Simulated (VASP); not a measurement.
Crystal: HfB.

```
CELL_PARAMETERS angstrom
0.00000 2.31000 2.31000
2.31000 0.00000 2.31000
2.31000 2.31000 0.00000
ATOMIC_POSITIONS crystal
Hf 0.50000 0.50000 0.50000
B 0.00000 0.00000 0.00000
```

```yaml
Program: VASP 6.6.1
Task: single point
Functional: PBEsol
Potentials_or_basis: VASP PAW PBE potentials, release 64 (Hf_pv, B)
Cutoff: 520 eV
k_mesh: 10 × 10 × 10
Occupations: fermi-dirac, width 0.05 eV
Spin: no spin polarisation
```

On this cell: pressure 24.3 GPa; largest force zero by symmetry; band gap on the k mesh none (metal or under the smearing width).

The same run follows on a disturbed copy (atoms moved at random, drawn with an rms of 0.05 Å):

```
Hf B
1.0
     0.00000    2.31000    2.31000
     2.31000    0.00000    2.31000
     2.31000    2.31000    0.00000
Hf B
1 1
Cartesian
  2.3559 2.3221 2.3290
  -0.0290 -0.0389 -0.0347
```

Task: What changes?

Result: The energy (extrapolated to zero smearing) moves by +29.8 meV/atom; pressure 25.1 GPa; largest force 1.167 eV/Å; band gap on the k mesh none (metal or under the smearing width).

Forces on the atoms (eV/Å):
```
Hf  -0.834 -0.562 -0.592
B    0.834  0.562  0.592
```

Stress tensor (GPa, compression positive):
```
25.70 -0.52 -0.55
-0.52 24.79 -0.37
-0.55 -0.37 24.87
```

Caveats: so large a pressure means that the cell lies far from this level's equilibrium, or that cutoff or potentials fall short (some runs); the potentials were made for another functional, which shifts forces and pressure (some runs); the PAW data sets were made with another functional, which shifts forces and pressure a little (some runs).
